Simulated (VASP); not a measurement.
Level of theory: r2SCAN meta-GGA, VASP's PBE PAW potentials (set 64) (plane waves; VASP).

The input files of a VASP run:

**INCAR**
```
ALGO = Normal
EDIFF = 1E-6
EDIFFG = -0.01
ENCUT = 400
IBRION = 2
ISIF = 3
ISMEAR = 1
LASPH = T
LCHARG = F
LMAXMIX = 4
LMIXTAU = T
LREAL = F
LWAVE = F
METAGGA = R2SCAN
NELM = 100
NSW = 60
PREC = Accurate
SIGMA = 0.1
SYSTEM = Sn
```

POSCAR:
```
Sn
1
   -1.6580015026     2.0136154238     2.0406643779
    1.6580015026    -2.0136154238     2.0406643779
    1.6580015026     2.0136154238    -2.0406643779
Sn
1
Direct
  1.0000000000   1.0000000000   0.0000000000
```

KPOINTS:
```
Automatic mesh
0
Gamma
13 13 13
0 0 0
```

POTCAR, in this order: Sn_d (PBE.64 set). Program: vasp_std.

The resulting files:

OSZICAR:
```
       N       E                     dE             d eps       ncg     rms          rms(c)
DAV:   1     0.452818214809E+02    0.45282E+02   -0.67558E+03  7679   0.167E+03
DAV:   2    -0.225889180194E+02   -0.67871E+02   -0.66277E+02  7789   0.307E+02
DAV:   3    -0.265513150544E+02   -0.39624E+01   -0.39397E+01  8676   0.729E+01
DAV:   4    -0.266368987709E+02   -0.85584E-01   -0.85563E-01  8609   0.115E+01
DAV:   5    -0.266405677768E+02   -0.36690E-02   -0.36689E-02  9474   0.219E+00    0.229E+00
DAV:   6    -0.244030064699E+02    0.22376E+01   -0.66089E-01  8689   0.178E+01    0.105E+00
DAV:   7    -0.244839726737E+02   -0.80966E-01   -0.10355E-01  7657   0.516E+00    0.729E-01
DAV:   8    -0.244968883652E+02   -0.12916E-01   -0.74940E-02  7618   0.245E+00    0.117E-01
DAV:   9    -0.245153809125E+02   -0.18493E-01   -0.11158E-02  7909   0.100E+00    0.418E-02
DAV:  10    -0.245153319299E+02    0.48983E-04   -0.29472E-04  8602   0.167E-01    0.341E-02
DAV:  11    -0.245157257304E+02   -0.39380E-03   -0.60660E-04  8539   0.416E-01    0.194E-02
DAV:  12    -0.245157138798E+02    0.11851E-04   -0.52846E-05  7891   0.923E-02    0.137E-02
DAV:  13    -0.245157568827E+02   -0.43003E-04   -0.25408E-05  8314   0.772E-02    0.569E-03
DAV:  14    -0.245157638702E+02   -0.69875E-05   -0.19985E-05  8331   0.734E-02    0.175E-03
DAV:  15    -0.245157619311E+02    0.19391E-05   -0.76473E-07  5862   0.118E-02    0.139E-03
DAV:  16    -0.245157640976E+02   -0.21665E-05   -0.10140E-06  6537   0.117E-02    0.652E-04
DAV:  17    -0.245157636959E+02    0.40172E-06   -0.10075E-07  4043   0.429E-03
   1 F= -.24515764E+02 E0= -.24515767E+02  d E =-.245158E+02
       N       E                     dE             d eps       ncg     rms          rms(c)
DAV:   1    -0.245158400623E+02   -0.75965E-04   -0.19957E-03  8871   0.548E-01    0.460E-02
DAV:   2    -0.245157964107E+02    0.43652E-04   -0.65086E-05 10448   0.175E-01    0.278E-02
DAV:   3    -0.245157742968E+02    0.22114E-04   -0.24078E-05 10385   0.163E-01    0.363E-03
DAV:   4    -0.245157754902E+02   -0.11934E-05   -0.73647E-06  7849   0.327E-02    0.154E-03
DAV:   5    -0.245157764810E+02   -0.99077E-06   -0.13904E-06  6168   0.164E-02
   2 F= -.24515776E+02 E0= -.24515770E+02  d E =-.127851E-04
       N       E                     dE             d eps       ncg     rms          rms(c)
DAV:   1    -0.245163619728E+02   -0.58648E-03   -0.17920E-02  8865   0.164E+00    0.138E-01
DAV:   2    -0.245159660924E+02    0.39588E-03   -0.58610E-04 10273   0.512E-01    0.832E-02
DAV:   3    -0.245157677994E+02    0.19829E-03   -0.21594E-04 10317   0.483E-01    0.108E-02
DAV:   4    -0.245157852699E+02   -0.17470E-04   -0.61592E-05  7849   0.945E-02    0.465E-03
DAV:   5    -0.245157914540E+02   -0.61841E-05   -0.11959E-05  7927   0.481E-02    0.235E-03
DAV:   6    -0.245157917608E+02   -0.30680E-06   -0.25373E-06  7906   0.213E-02
   3 F= -.24515792E+02 E0= -.24515761E+02  d E =-.280649E-04
       N       E                     dE             d eps       ncg     rms          rms(c)
DAV:   1    -0.245158256707E+02   -0.34217E-04   -0.79264E-04  8928   0.388E-01    0.296E-02
DAV:   2    -0.245158058160E+02    0.19855E-04   -0.29889E-05  8766   0.119E-01    0.172E-02
DAV:   3    -0.245157975623E+02    0.82537E-05   -0.13124E-05 10222   0.103E-01    0.290E-03
DAV:   4    -0.245157982215E+02   -0.65917E-06   -0.30290E-06  7840   0.220E-02
   4 F= -.24515798E+02 E0= -.24515762E+02  d E =-.646066E-05
       N       E                     dE             d eps       ncg     rms          rms(c)
DAV:   1    -0.245160541700E+02   -0.25661E-03   -0.71702E-03  8907   0.117E+00    0.897E-02
DAV:   2    -0.245158775028E+02    0.17667E-03   -0.27204E-04  8756   0.355E-01    0.520E-02
DAV:   3    -0.245158000938E+02    0.77409E-04   -0.11598E-04 10108   0.307E-01    0.862E-03
DAV:   4    -0.245158058997E+02   -0.58059E-05   -0.27999E-05  7810   0.643E-02    0.353E-03
DAV:   5    -0.245158118941E+02   -0.59944E-05   -0.77541E-06  7768   0.375E-02    0.169E-03
DAV:   6    -0.245158121922E+02   -0.29808E-06   -0.17108E-06  7901   0.195E-02
   5 F= -.24515812E+02 E0= -.24515759E+02  d E =-.204313E-04
```

OUTCAR:
```
------------------------ aborting loop because EDIFF is reached ----------------------------------------
  FORCE on cell =-STRESS in cart. coord.  units (eV):
  Direction    XX          YY          ZZ          XY          YZ          ZX
  --------------------------------------------------------------------------------------
  Total       -0.0053399      0.0082332      0.0023361      0.0000000      0.0000000      0.0000000
  in kB       -0.3139006      0.4839835      0.1373232      0.0000000      0.0000000      0.0000000
  external PRESSURE =       0.1024687 kB  Pullay stress =       0.0000000 kB
  volume of cell :       27.26
      direct lattice vectors                 reciprocal lattice vectors
    -1.659387685  2.020206402  2.032574722     0.000000000  0.247499463  0.245993416
     1.659387685 -2.020206402  2.032574722     0.301315964  0.000000000  0.245993416
     1.659387685  2.020206402 -2.032574722     0.301315964  0.247499463  0.000000000
 POSITION                                       TOTAL-FORCE (eV/Angst)
 -----------------------------------------------------------------------------------
      0.00000      0.00000      0.00000         0.000000      0.000000      0.000000
 -----------------------------------------------------------------------------------
    total drift:                               -0.000000     -0.000000      0.000000
  FREE ENERGIE OF THE ION-ELECTRON SYSTEM (eV)
  ---------------------------------------------------
  free  energy   TOTEN  =       -24.5158121922 eV

  energy  without entropy=      -24.5156531785  energy(sigma->0) =      -24.51575919

 reached required accuracy - stopping structural energy minimisation
```
(Selected blocks of OUTCAR.)

**CONTCAR**
```
Sn
   1.00000000000000
    -1.6593876852783103    2.0202064015802024    2.0325747216174892
     1.6593876852783103   -2.0202064015802024    2.0325747216174892
     1.6593876852783103    2.0202064015802024   -2.0325747216174892
  Sn
     1
Direct
     0.0000000000000000    0.0000000000000000    0.0000000000000000
```

The structure comes from a computed database's Sn entry (Immm); how it stands against other phases isn't given here. This run relaxes it. Symmetry was kept, so distortions that lower it aren't found. The start is the result of an earlier pass.
